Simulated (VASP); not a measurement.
Method: PBEsol GGA, VASP's PBE PAW potentials (set 64) (plane waves; VASP).

A VASP calculation is set up with these files.

**INCAR**
```
SYSTEM = Gd
PREC = Accurate
ENCUT = 480
EDIFF = 1E-7
NELM = 100
ALGO = Normal
LREAL = .FALSE.
LASPH = .TRUE.
ISMEAR = 1
SIGMA = 0.1
GGA = PS
LMAXMIX = 6
LWAVE = .FALSE.
LCHARG = .FALSE.
ISIF = 3
IBRION = 2
NSW = 40
EDIFFG = -0.01
PSTRESS = 100
```

**POSCAR**
```
Gd
1.0
  1.6563996777  -2.8689681052   0.0000000000
  1.6563996777   2.8689681052   0.0000000000
  0.0000000000   0.0000000000   5.3921180595
Gd
2
Cartesian
  1.6563996777   0.9563246144   1.3480295149
  1.6563996777  -0.9563246144   4.0440885446
```

File KPOINTS:
```
Regular mesh
0
Gamma
  12 12 6
```

POTCAR, in this order: Gd_3 (PBE.64 set). Program: vasp_std.

Output of the run:

### OSZICAR
```
       N       E                     dE             d eps       ncg     rms          rms(c)
DAV:   1     0.393207084331E+02    0.39321E+02   -0.86109E+03  1976   0.120E+03
DAV:   2    -0.810080118561E+01   -0.47422E+02   -0.46210E+02  2201   0.238E+02
DAV:   3    -0.970376276660E+01   -0.16030E+01   -0.15138E+01  2622   0.274E+01
DAV:   4    -0.972835535333E+01   -0.24593E-01   -0.24445E-01  2249   0.339E+00
DAV:   5    -0.972903852121E+01   -0.68317E-03   -0.68307E-03  2730   0.430E-01    0.260E+01
DAV:   6    -0.973188400078E+01   -0.28455E-02   -0.25503E-02  2076   0.130E+00    0.155E+01
DAV:   7    -0.974448541932E+01   -0.12601E-01   -0.44858E-02  2051   0.170E+00    0.273E-01
DAV:   8    -0.974404092052E+01    0.44450E-03   -0.28896E-03  2276   0.419E-01    0.677E-02
DAV:   9    -0.974404037438E+01    0.54613E-06   -0.21297E-04  2599   0.111E-01    0.279E-02
DAV:  10    -0.974403594577E+01    0.44286E-05   -0.20188E-05  2251   0.341E-02    0.188E-02
DAV:  11    -0.974403638145E+01   -0.43569E-06   -0.22059E-06  2196   0.114E-02    0.175E-03
DAV:  12    -0.974403637121E+01    0.10247E-07   -0.98729E-08  1567   0.253E-03
   1 F= -.65453647E+01 E0= -.65441994E+01  d E =-.654536E+01
```

File OUTCAR:
```
------------------------ aborting loop because EDIFF is reached ----------------------------------------
  FORCE on cell =-STRESS in cart. coord.  units (eV):
  Direction    XX          YY          ZZ          XY          YZ          ZX
  --------------------------------------------------------------------------------------
  Total        3.1969273      3.1969266      3.1963376      0.0000000      0.0000000      0.0000000
  in kB       99.9454647     99.9454442     99.9270295      0.0000000      0.0000000      0.0000000
  external PRESSURE =      -0.0606872 kB  Pullay stress =     100.0000000 kB
  volume of cell :       51.25
      direct lattice vectors                 reciprocal lattice vectors
     1.656399678 -2.868968105  0.000000000     0.301859513 -0.174278689  0.000000000
     1.656399678  2.868968105  0.000000000     0.301859513  0.174278689  0.000000000
     0.000000000  0.000000000  5.392118059     0.000000000  0.000000000  0.185455880
 POSITION                                       TOTAL-FORCE (eV/Angst)
 -----------------------------------------------------------------------------------
      1.65640      0.95632      1.34803        -0.000000     -0.000000      0.000000
      1.65640     -0.95632      4.04409         0.000000      0.000000      0.000000
 -----------------------------------------------------------------------------------
    total drift:                                0.000000      0.000090     -0.000010
  FREE ENERGIE OF THE ION-ELECTRON SYSTEM (eV)
  ---------------------------------------------------
  free  energy   TOTEN  =        -9.7440363712 eV

  energy  without entropy=       -9.7405404910  energy(sigma->0) =       -9.74287108
  enthalpy is  TOTEN    =        -6.5453647065 eV   P V=        3.1986716647

 reached required accuracy - stopping structural energy minimisation
```
(Selected blocks of OUTCAR.)

The 4f electrons are frozen in the core of the lanthanide potential, so 4f levels, which can set the real gap, and their magnetism are missing.

The compound is Gd in the hcp structure. It was relaxed first under an external pressure of 10 GPa.
